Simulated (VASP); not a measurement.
Input:

```yaml
crystal:
  lattice:
    - [2.95947, 0.00000, 0.00000]
    - [0.00000, 2.95947, 0.00000]
    - [0.00000, 0.00000, 2.95947]
  atoms:
    - { symbol: Ti, position: [0.00000, 0.00000, 0.00000] }
    - { symbol: Co, position: [0.50000, 0.50000, 0.50000] }
```

Calculation: optB88-vdW, VASP's PBE PAW potentials (set 64) (plane waves; VASP). Run with 520 eV cut-off, Gaussian smearing of 0.050 eV, potentials Ti_sv Co.

**Question.** Estimate the band gap (along the path) with the smallest direct gap where there is one.

**Answer.** 
| Property | Result |
|---|---|
| band gap (along the path) | none (metal, semimetal or under 0.01 eV) |

Only differences to runs with the same potentials and settings are physical.

The compound is TiCo in the CsCl type structure. It was relaxed first. The run is not spin-polarised, so no magnetic state was tried. The electron count is odd and the run is not spin-polarised, which forces a metal.
